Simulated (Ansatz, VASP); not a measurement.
# Cross-check of Ba6Li12Sc4Al12Si17O70 between VASP and Ansatz

Wanted: the spread between two codes on one cell, functional and k mesh. The structure shown is frame 46 of Ansatz's trajectory.

Calculated with Ansatz 0.2.0; plane waves, with VASP 6.6.1 beside it; single point at LDA.

## (1) The starting structure

The cell holds 121 atoms: 17 Si, 12 Al, 6 Ba, 12 Li, 4 Sc and 70 O. Cell: a = 11.443 Å, b = 11.443 Å, c = 11.443 Å, α = 90.0°, β = 90.0°, γ = 90.0°. As first built, before any earlier steps moved the atoms (in the runner's words): 121 atoms (17 Si, 12 Al, 6 Ba, 12 Li, 4 Sc, 70 O) placed at random at 3.16 g/cm^3, melted at 4000 K for 10 ps at fixed volume with the Morse and Coulomb pair potential with partial charges (Pedone, Malavasi, Menziani, Cormack and Segre, J. Phys. Chem. B 110, 11780 (2006)). Quenched from 4000 K to 300 K at 100 K/ps and fixed volume, held 10 ps at zero pressure, then minimised at fixed cell.

## (2) Ansatz: dynamics, LDA

Ansatz runs on its default PAW (the set named soft_2) files.

One frame of this run of dynamics is then solved in both programs, so the motion causes no difference.

Contents of input.yaml:

```yaml
crystal:
  lattice:
    - [11.44255, 0.0, 0.0]
    - [0.0, 11.44255, 0.0]
    - [0.0, 0.0, 11.44255]
  atoms:
    - { symbol: Si, position: [0.02569, 0.46307, 0.06639] }
    - { symbol: Si, position: [0.81093, 0.73189, 0.96655] }
    - { symbol: Si, position: [0.36018, 0.26592, 0.05162] }
    - { symbol: Si, position: [0.02256, 0.10772, 0.29247] }
    - { symbol: Si, position: [0.38569, 0.54271, 0.02776] }
    - { symbol: Si, position: [0.27066, 0.69877, 0.45746] }
    - { symbol: Si, position: [0.58953, 0.40378, 0.2959] }
    - { symbol: Si, position: [0.76186, 0.40138, 0.49876] }
    - { symbol: Si, position: [0.93305, 0.43812, 0.81805] }
    - { symbol: Si, position: [0.46494, 0.98576, 0.31712] }
    - { symbol: Si, position: [0.23002, 0.94039, 0.57121] }
    - { symbol: Si, position: [0.27683, 0.86094, 0.01391] }
    - { symbol: Si, position: [0.28155, 0.55487, 0.78843] }
    - { symbol: Si, position: [0.36724, 0.17092, 0.47754] }
    - { symbol: Si, position: [0.08649, 0.27329, 0.66753] }
    - { symbol: Si, position: [0.83328, 0.05258, 0.1096] }
    - { symbol: Si, position: [0.82309, 0.82158, 0.23237] }
    - { symbol: Al, position: [0.77875, 0.87598, 0.73403] }
    - { symbol: Al, position: [0.08607, 0.55154, 0.61441] }
    - { symbol: Al, position: [0.21526, 0.2952, 0.2829] }
    - { symbol: Al, position: [0.67566, 0.8379, 0.46398] }
    - { symbol: Al, position: [0.68497, 0.34315, 0.75836] }
    - { symbol: Al, position: [0.63788, 0.50586, 0.92778] }
    - { symbol: Al, position: [0.47355, 0.03514, 0.04349] }
    - { symbol: Al, position: [0.6318, 0.25073, 0.08079] }
    - { symbol: Al, position: [0.57097, 0.07055, 0.80098] }
    - { symbol: Al, position: [0.19862, 0.88456, 0.27749] }
    - { symbol: Al, position: [0.85734, 0.62896, 0.61489] }
    - { symbol: Al, position: [0.34578, 0.52105, 0.28559] }
    - { symbol: Ba, position: [0.53455, 0.7798, 0.79579] }
[... 85 atom lines left out ...]
    - { symbol: O, position: [0.51261, 0.57539, 0.98187] }
    - { symbol: O, position: [0.28876, 0.5605, 0.92891] }
    - { symbol: O, position: [0.08374, 0.58144, 0.11075] }
    - { symbol: O, position: [0.45325, 0.4198, 0.30153] }
    - { symbol: O, position: [0.1187, 0.01236, 0.27497] }
    - { symbol: O, position: [0.21577, 0.44811, 0.30026] }
kpoints:
  mp_grid: { grid: [1, 1, 1] }
hamiltonian:
  xc: lda
scf:
  occupations: { method: fermi_dirac, width: 0.05 }
output:
  forces: true
md:
  timestep: 1.0
  n_steps: 139
  ensemble: nvt_nose_hoover
  temperature: 300
  initial_velocities: maxwell_boltzmann
  seed: 3257
```

On the command line:

```
$ ansatz run input.yaml --threads 4 --pin off --max-ram 8192MiB --backend cpu --events-out ev --progress --plain --runs-dir out
```

Numbers of over 12 decimals in the logs are rounded to 6 here.

Output:

```text
Warning: md: disabling space-group detection — thermal motion breaks the input geometry's symmetry, so no spatial operation reduces the k-mesh or symmetrises the density; time reversal is kept, so that k and −k are solved as one point where they differ and the mesh holds both, and exact exchange and, on two spinor components, a DFT+U term hold to it where the run has them: on two components no moment then forms, and  [...]
Engine: ansatz 0.2.0, aarch64-unknown-linux-gnu
Pseudopotentials: kind: paw
Pseudopotential: Si, paw, valence charge 4, recommended cutoff 420 eV (normal), Si.paw.azcp
Pseudopotential: Al, paw, valence charge 3, recommended cutoff 420 eV (normal), Al.paw.azcp
Pseudopotential: Ba, paw, valence charge 10, recommended cutoff 420 eV (normal), Ba.paw.azcp
Pseudopotential: Li, paw, valence charge 3, recommended cutoff 420 eV (normal), Li.paw.azcp
Pseudopotential: Sc, paw, valence charge 11, recommended cutoff 420 eV (normal), Sc.paw.azcp
Pseudopotential: O, paw, valence charge 6, recommended cutoff 420 eV (normal), O.paw.azcp
Functional definition: SPW92
  exchange = slater_x
  correlation = pw_c
Crystal: 121 atoms, lattice volume = 1498.195 Å³
Basis set: ecut = 420 eV, 29279 PW (Γ)
Bands: 453, of which v1, the nominal top of the filled ones, is band 332 counted from 1 (331 counted from 0)
Symmetry: 1 space group operations
k-points: 1
Non-local potential: Si, projectors of the file, l = 0: 2, l = 1: 2, l = 2: 2
Non-local potential: Al, projectors of the file, l = 0: 2, l = 1: 2, l = 2: 1
Non-local potential: Ba, projectors of the file, l = 0: 3, l = 1: 2, l = 2: 2, l = 3: 2
Non-local potential: Li, projectors of the file, l = 0: 3, l = 1: 2, l = 2: 1
Non-local potential: Sc, projectors of the file, l = 0: 3, l = 1: 2, l = 2: 3, l = 3: 1
Non-local potential: O, projectors of the file, l = 0: 2, l = 1: 2, l = 2: 1
PAW form: soft (Blöchl's): semilocal exchange-correlation on the pseudo side does not see the compensation charge
PAW frozen core: Si, regenerated for the run's functional, and the local potential with it (the file was generated under x = pbe(κ = 0.804, μ = 0.219515), c = pbe(β = 0.066725))
PAW frozen core: Al, regenerated for the run's functional, and the local potential with it (the file was generated under x = pbe(κ = 0.804, μ = 0.219515), c = pbe(β = 0.066725))
PAW frozen core: Ba, regenerated for the run's functional, and the local potential with it (the file was generated under x = pbe(κ = 0.804, μ = 0.219515), c = pbe(β = 0.066725))
PAW frozen core: Sc, regenerated for the run's functional, and the local potential with it (the file was generated under x = pbe(κ = 0.804, μ = 0.219515), c = pbe(β = 0.066725))
PAW frozen core: O, regenerated for the run's functional, and the local potential with it (the file was generated under x = pbe(κ = 0.804, μ = 0.219515), c = pbe(β = 0.066725))
PAW one-centre angular grid: Si, 110 points (default); XC on 64 Gauss nodes
PAW one-centre angular grid: Al, 110 points (default); XC on 64 Gauss nodes
PAW one-centre angular grid: Ba, 194 points (default); XC on 64 Gauss nodes
PAW one-centre angular grid: Li, 110 points (default); XC on 64 Gauss nodes
PAW one-centre angular grid: Sc, 590 points (default); XC on 64 Gauss nodes
PAW one-centre angular grid: O, 110 points (default); XC on 64 Gauss nodes
Initial density: superposition of atomic densities (neutral atoms: chi_scale 0, normalization atom), corrected by the library's trained network
Initial wavefunctions: pseudopotential atomic-orbital guess
Functional: x = slater, c = lda
SCF iter   1: F=—  HF=-100991.014428 eV  |F-HF|=—  |Δ(HF+E_count)|=         —  Δρ=1.40e-2  dr2=2.76e0  ethr=1.77e-3  ⟨swp⟩=6.0  Hψ=2097  notcnv=0  defer=85
preconditioner: auto → Resta (q_TF=auto, 2.382 Å⁻¹)  ε∞=3.8  [insulator: Δε(μ)=2.886 eV  Ē_g=14.067 eV  σ=0.050 eV  W_gap=1.00  n_scr=340 (ndim 8)  ℏωp=23.4 eV  f_vac=0.056  D(μ)=0.00/eV (n_scr^D=0)  ε∞_Penn≈3.8]
SCF iter   2: F=—  HF=-100990.224428 eV  |F-HF|=—  |Δ(HF+E_count)|=   7.90e-1  Δρ=4.32e-3  dr2=1.45e-1  ethr=4.15e-4  ⟨swp⟩=2.0  Hψ=759  notcnv=0  defer=116
SCF iter   3: F=—  HF=-100990.181563 eV  |F-HF|=—  |Δ(HF+E_count)|=   4.29e-2  Δρ=1.86e-3  dr2=4.26e-2  ethr=2.18e-5  ⟨swp⟩=3.0  Hψ=664  notcnv=0  defer=116
SCF iter   4: F=—  HF=-100990.170179 eV  |F-HF|=—  |Δ(HF+E_count)|=   1.14e-2  Δρ=9.17e-4  dr2=1.18e-2  ethr=6.41e-6  ⟨swp⟩=2.0  Hψ=665  notcnv=0  defer=116
[...]
SCF iter   2: F=—  HF=-100990.208669 eV  |F-HF|=—  |Δ(HF+E_count)|=   6.18e-3  Δρ=5.51e-4  dr2=5.13e-3  ethr=3.15e-6  ⟨swp⟩=2.0  Hψ=757  notcnv=0  defer=4
SCF iter   3: F=—  HF=-100990.207147 eV  |F-HF|=—  |Δ(HF+E_count)|=   1.52e-3  Δρ=2.96e-4  dr2=1.15e-3  ethr=7.72e-7  ⟨swp⟩=2.0  Hψ=572  notcnv=0  defer=4
SCF iter   4: F=—  HF=-100990.206867 eV  |F-HF|=—  |Δ(HF+E_count)|=   2.80e-4  Δρ=6.62e-5  dr2=8.61e-5  ethr=1.74e-7  ⟨swp⟩=2.0  Hψ=572  notcnv=0  defer=4
SCF iter   5: F=—  HF=-100990.206809 eV  |F-HF|=—  |Δ(HF+E_count)|=   5.78e-5  Δρ=5.21e-5  dr2=3.89e-5  ethr=1.30e-8  ⟨swp⟩=2.0  Hψ=634  notcnv=0  defer=4
SCF iter   6: F=—  HF=-100990.206801 eV  |F-HF|=—  |Δ(HF+E_count)|=   8.34e-6  Δρ=1.18e-5  dr2=2.12e-6  ethr=5.85e-9  ⟨swp⟩=2.0  Hψ=571  notcnv=0  defer=4
SCF iter   7: F=—  HF=-100990.206801 eV  |F-HF|=—  |Δ(HF+E_count)|=   8.08e-8  Δρ=6.61e-6  dr2=5.78e-7  ethr=3.20e-10  ⟨swp⟩=2.0  Hψ=634  notcnv=0  defer=4
SCF iter   8: F=-100990.206801 eV  HF=-100990.206801 eV  |F-HF|=1.72e-8  |Δ(HF+E_count)|=   5.99e-8  Δρ=1.93e-6  dr2=5.56e-8  ethr=1.51e-11  ⟨swp⟩=2.0  Hψ=1423  notcnv=0
SCF 140 converged in 8 iterations: F = -100990.206801 eV  dr2 = 5.56e-8
md step   139: t =   139.00 fs  T =   303.8 K  F+E_penalty+E_count = -100990.20680082 eV  E_kin = 4.711598 eV  conserved = -100985.51383332 eV  (8 SCF iters)
SCF converged after 8 iterations
Free energy (F): -100990.206801 eV
Harris-Foulkes:  -100990.206801 eV  (|F-HF|=1.72e-8)
Internal energy: -100990.206801 eV  (E = F + TS)
E sigma→0 (E₀):  -100990.206801 eV
Fermi energy:    6.973493 eV
--- Per-component energies (eV) ---
  E_band       = -3270.304895
  E_kinetic    = 15785.728960
  E_local      = -39003.201472  (includes V_loc(G=0)·N_el)
  E_nonlocal   = 4352.205547
  E_hartree    = 14211.357001
  E_xc         = -8090.826818
  E_vxc        = -9267.700136  (∫ρ·V_xc dr)
  E_paw        = -58137.912941  (= ΣΔE_a)
  E_vpaw       = -3560.230807  (= ΣTr[D̂ρ^β])
  E_aug_tail   = 0.179734  (compensation charges beyond the density's cutoff)
  E_ewald      = -30119.538321
  E_core_change = 11.801509  (= ΣΔE_core)
  E_smearing   = -0.000000  (= −TS)
  E_closure    = 0.000000  (closes the sum)
  Σ components = -100990.206801   (vs F -100990.206801, Δ=0.00e0)
--- Forces (eV/Å), atoms counted from 1 ---
  atom   1  Si     2.09705867     1.36618861     1.23957922
  atom   2  Si    -0.35205831     0.30662833     0.59310051
  atom   3  Si     2.28515766     0.92224240    -0.84438792
  atom   4  Si     0.69651159     0.63885500     0.04098942
  atom   5  Si    -0.27191697    -2.63215308     0.32501483
  atom   6  Si     1.51842364    -0.59750330    -0.20950599
  atom   7  Si    -1.26936006    -0.06700092    -1.80392138
  atom   8  Si    -0.05236864    -0.38633183     0.39723999
  atom   9  Si     0.14186655    -0.23094586     1.05182442
  atom  10  Si     0.99919232    -0.29698039    -0.50291429
  atom  11  Si     1.61048211     0.73433296    -0.05052815
  atom  12  Si    -1.04752717     1.60885855    -3.21265162
  atom  13  Si    -1.21829544    -2.67157894    -0.67181026
  atom  14  Si    -1.25141127    -1.63209052     1.17040460
  atom  15  Si     0.33731836     0.89976504    -2.02462130
  atom  16  Si    -0.33653304    -0.46491691     0.87829357
  atom  17  Si    -0.66436323    -0.30940002    -1.77987698
  atom  18  Al    -0.38552207     1.17454742     0.03915830
  atom  19  Al     1.46452014     0.19473620    -0.35105890
  atom  20  Al     0.46690962    -0.29566142    -0.97751822
  atom  21  Al     0.80520372    -0.53993080    -0.32336384
  atom  22  Al     0.95548568     1.06116000    -0.90510202
  atom  23  Al    -0.67141625     1.65259336    -0.40679866
  atom  24  Al    -0.83480932     0.54317651    -0.52079452
[...]
atom 114  O     -0.79694846     0.75866361    -0.60225094
  atom 115  O      0.50642787    -0.04060909     0.60949145
  atom 116  O      0.84892421     0.56679598    -0.19653855
  atom 117  O     -0.83296449     0.48433130    -0.45410005
  atom 118  O     -1.81858324    -2.24591200    -0.33983004
  atom 119  O      0.80679224     0.07850884     0.58446182
  atom 120  O      0.62222023    -0.57195754    -0.54140106
  atom 121  O      0.00416347     1.65736918    -0.54681813
  max |Σ_I F_I| component: 1.53e-4 eV/Å
--- MD trajectory: 139 steps, t = 0.0 → 139.0 fs ---
  final state: T = 303.8 K   F+E_penalty+E_count = -100990.20680082 eV   E_kin = 4.711598 eV
  conserved energy: peak-to-peak 8.437e-3 eV (6.972e-5 eV/atom) over 139.0 fs
```

## (3) VASP: single point, LDA

The same cell, functional (in two slightly different forms), mesh and smearing now go to VASP, with its own data sets.

Lines of VASP's logs that name or quote its potential files are left out, and so is its time.

Contents of INCAR:

```
SYSTEM = Ba6Li12Sc4Al12Si17O70
PREC = Accurate
ENCUT = 650
EDIFF = 1E-06
NELM = 120
ISMEAR = -1
SIGMA = 0.05
LREAL = Auto
ALGO = Normal
GGA = CA
NBANDS = 416
LASPH = .TRUE.
LORBIT = 11
LWAVE = .FALSE.
LCHARG = .FALSE.
ISIF = 2
GGA_COMPAT = .FALSE.
EFERMI = MIDGAP
NCORE = 4
```

Contents of POSCAR:

```
Ba6Li12Sc4Al12Si17O70
1.0
   11.4425500000      0.0000000000      0.0000000000
    0.0000000000     11.4425500000      0.0000000000
    0.0000000000      0.0000000000     11.4425500000
Si Al Ba Li Sc O
17 12 6 12 4 70
Direct
    0.0201528505      0.4608325941      0.0677034402
    0.8131841242      0.7337088324      0.9676427020
    0.3592555855      0.2664178876      0.0462484324
    0.0146470848      0.1125798008      0.3053427776
    0.3876233881      0.5433142088      0.0247497280
    0.2583689824      0.6971610349      0.4607452010
    0.6003644293      0.4137277093      0.2987970339
    0.7605822129      0.4055739324      0.4858881980
    0.9393011173      0.4340640854      0.8216350376
    0.4723597450      0.9882150395      0.3141694815
    0.2334969041      0.9351499447      0.5647080415
    0.2832672787      0.8554124736      0.0067554872
    0.2849102691      0.5506115333      0.7907765315
    0.3672957514      0.1644126528      0.4647827626
    0.0863356507      0.2709361113      0.6751729291
    0.8366142162      0.0541225514      0.1145199278
    0.8188122403      0.8179994844      0.2321597896
    0.7787162826      0.8767101739      0.7421422672
    0.0881184701      0.5425888460      0.6254724690
    0.2128721308      0.2974074835      0.2831187104
    0.6686271854      0.8378988949      0.4707342332
    0.6864379006      0.3447133725      0.7462322647
    0.6363266929      0.5099300418      0.9209747827
    0.4824536489      0.0267073336      0.0372993782
    0.6335825493      0.2501540304      0.0806550987
    0.5698729741      0.0659206208      0.7961599469
    0.2012838047      0.8797601933      0.2692144671
    0.8591441593      0.6296061630      0.6098990173
    0.3549733233      0.5209765306      0.2897256293
    0.5243499045      0.7755876094      0.7942023413
[... 85 atom lines left out ...]
    0.5077452141      0.5839607430      0.9699236621
    0.2827866166      0.5552433680      0.9367492386
    0.0751580723      0.5831567264      0.1186361432
    0.4609112479      0.4193383468      0.3081743143
    0.1132789457      0.0107143950      0.2841586884
    0.2238574444      0.4498123233      0.3124303586
```

Contents of KPOINTS:

```
Automatic mesh
0
Gamma
1 1 1
0 0 0
```

The projector-augmented-wave data sets are Si, Al, Ba_sv, Li_sv, Sc_sv and O (LDA family, release 64).

On the command line:

```
$ mpirun -np 16 vasp_gam
```

Output:

```text
[banner, memory and clock lines left out]
running   16 mpi-ranks, on    1 nodes
[...]
LDA part: xc-table for (Slater(with rela. corr.)+CA(PZ))
 , standard interpolation
 POSCAR, INCAR and KPOINTS ok, starting setup
[...]
entering main loop
       N       E                     dE             d eps       ncg     rms          rms(c)
DAV:   1     0.102522799165E+05    0.10252E+05   -0.39942E+05   832   0.198E+03
DAV:   2     0.230138287083E+03   -0.10022E+05   -0.96254E+04  1000   0.531E+02
DAV:   3    -0.962687082074E+03   -0.11928E+04   -0.11560E+04   968   0.207E+02
DAV:   4    -0.108478150782E+04   -0.12209E+03   -0.12049E+03  1368   0.771E+01
[...]
DAV:  18    -0.960342908990E+03   -0.27037E-05   -0.99205E-05  1408   0.223E-02    0.107E-02
DAV:  19    -0.960342909399E+03   -0.40887E-06   -0.16502E-05  1304   0.702E-03    0.973E-03
DAV:  20    -0.960342908747E+03    0.65169E-06   -0.18359E-06   672   0.387E-03
   1 F= -.96034291E+03 E0= -.96034291E+03  d E =-.183177E-12
```

From OUTCAR (step 3):

```text
  Total      -16.9303434    -36.1959625    -17.6068701     -3.0628027      0.1457523      8.2792182
  in kB      -18.1053904    -38.7081358    -18.8288713     -3.2753759      0.1558682      8.8538357
  external PRESSURE =     -25.2141325 kB  Pullay stress =       0.0000000 kB

 POSITION                                       TOTAL-FORCE (eV/Angst)
 -----------------------------------------------------------------------------------
      0.23060      5.27310      0.77470        -1.042501      1.261201      1.607506
      9.30490      8.39550     11.07230        -1.989572     -0.233356      0.407545
      4.11080      3.04850      0.52920        -0.216811      0.118251     -0.868433
      0.16760      1.28820      3.49390         0.844469     -2.084901      0.589126
      4.43540      6.21690      0.28320         1.482203     -1.822174      1.584435
[...]
4.84170      1.12870      8.73900        -0.353402     -0.315406      0.535242
      1.73290      6.54530      8.70890        -1.231079      0.298145      0.493245
      5.56630      2.16490      0.60360        -0.061041     -0.240521      0.286708
      3.10350      2.62120      1.77330         0.474428      0.579187     -0.432887
      8.34690      8.90780      3.83860         0.312504      0.115584     -0.619451
     10.51200     10.91800      8.58650         0.049199     -0.607359     -0.443775
      6.94500      8.17820      5.95680        -0.916584     -0.827220      0.207203
      2.62290     10.87600      8.10620        -0.135533     -0.683352     -1.708449
[...]
-----------------------------------------------------------------------------------
    total drift:                               -0.021115      0.014216     -0.005026

  FREE ENERGIE OF THE ION-ELECTRON SYSTEM (eV)
  ---------------------------------------------------
  free  energy   TOTEN  =      -960.3429087469 eV

  energy  without entropy=     -960.3429087469  energy(sigma->0) =     -960.34290875

[... 3 further parts left out ...]
[key lines of the parts left out:]
E-fermi :   4.4594
```

Harder data sets than Ba_sv exist (the GW ones), and pressures, volumes and forces can shift noticeably with them.

## (4) Side by side

Known differences besides the potentials themselves: the two LDA forms differ slightly; the cutoff is 420 eV in Ansatz and 650 eV in VASP (PREC = Accurate, projectors in real space); VASP's log shows a relativistic correction to its local exchange, Ansatz's none. Total energies have different zeros and are not compared.

Forces on 10 of the 121 atoms, those with the largest forces and the largest differences (eV/Å; atoms numbered as in POSCAR):

```
atom          Ansatz x, y, z            VASP x, y, z
 Si1    -1.020, 1.207, 1.629    -1.043, 1.261, 1.608
 Si4    0.845, -2.087, 0.603    0.844, -2.085, 0.589
 Si5    1.512, -1.831, 1.553    1.482, -1.822, 1.584
 Si8     2.547, 0.083, 0.818     2.551, 0.104, 0.813
Si10   -2.123, -1.490, 0.513   -2.110, -1.478, 0.528
Si16  -0.200, -1.241, -2.289  -0.218, -1.231, -2.291
Ba30     1.051, 0.715, 0.742     1.219, 0.824, 0.745
 O60     0.713, 0.265, 2.416     0.694, 0.268, 2.392
 O91   -0.269, 0.683, -0.174   -0.485, 0.635, -0.237
O105  -0.236, -0.515, -0.271  -0.369, -0.631, -0.364
```

The forces differ by 43 meV/Å r.m.s., which is 5.7 % of the r.m.s. force of 0.750 eV/Å (both taken over all components).

## (5) Outcome

- r.m.s. force difference (single point, LDA): 5.7 % of the r.m.s. force

The r.m.s. force difference is 5.7 % of the r.m.s. force (single point, LDA), beyond the 3 % picked in this series as the mark of a large difference. What causes the difference of the single point, LDA pair stays open here. 2 further runs of this series are not shown here. Such differences can come from data sets, numerical settings and the points named under the comparisons, not from the functional's error against experiment.

[Lines on the potential files, build, host, timing and source positions are cut from VASP's logs without a mark.]

[Logs are printed without paths, hosts, clocks, repeated set-up lines and the standing remarks that a program may print on its own settings, such as how far it seeks lower states.]

[Hosts, paths, dates, database ids (printed as entryN), source tags and the programs' standing remarks are cut or masked in the printed files.]
